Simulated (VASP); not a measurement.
Data:

```xyz
2
Lattice="4.5769 0.0000 0.0000 0.0000 4.5769 0.0000 0.0000 0.0000 4.5769" Properties=species:S:1:pos:R:3 pbc="T T T"
Cs     0.0000     0.0000     0.0000
Br     2.2885     2.2885     2.2885
```

All values below come from RPBE GGA, VASP's PBE PAW potentials (set 64) (plane waves; VASP). Run with 520 eV cut-off, Gaussian smearing of 0.050 eV, potentials Cs_sv Br.

Unless said otherwise, spin-orbit coupling is left out, though it shifts the bands of the heavy elements here.

### Question
Give the energies of bands 3 to 11 at the high-symmetry points, in eV from the valence-band maximum.

### Answer

| band | Γ | X | M | R |
|---|---|---|---|---|
| 3 | -6.88 | -7.12 | -7.19 | -7.11 |
| 4 | -6.88 | -6.84 | -7.19 | -7.11 |
| 5 | -6.88 | -6.84 | -6.81 | -7.11 |
| 6 | -0.05 | -0.93 | -0.51 | -0.78 |
| 7 | -0.05 | -0.13 | -0.51 | -0.78 |
| 8 | -0.05 | -0.13 | 0.00 | -0.78 |
| 9 | 4.14 | 5.95 | 5.29 | 7.55 |
| 10 | 5.20 | 6.56 | 5.50 | 7.55 |
| 11 | 5.20 | 6.99 | 7.07 | 7.55 |

The gap is indirect, 4.14 eV, from the valence maximum at M to the conduction minimum at Γ.

Measured: gap 7.30 eV (computed value off by -3.16 eV), as given by Aguado et al., (1998), arXiv:cond-mat/9809176.

The compound is CsBr in the CsCl type structure. It was relaxed first, which changed the volume by +21 %.
